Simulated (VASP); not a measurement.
Data:

```xyz
2
Lattice="0.0000 2.4133 2.4133 2.4133 0.0000 2.4133 2.4133 2.4133 0.0000" Properties=species:S:1:pos:R:3 pbc="T T T"
Na     0.0000     0.0000     0.0000
H      2.4133     2.4133     2.4133
```

Calculation: PBE GGA, VASP's PBE PAW potentials (set 64) (plane waves; VASP). Numerical set-up: PREC = Normal, EDIFF = 1E-5, 400 eV cut-off, 11×11×11 Γ-centred mesh, Gaussian smearing of 0.050 eV, potentials Na_pv H.

Task: Predict the energy per atom (σ→0).

Result: 
* **energy per atom (σ→0)**: -2.543 eV/atom

Total energies compare only between runs with the same potentials, cut-off and functional.

The compound is NaH in the rock salt structure. It was relaxed first.
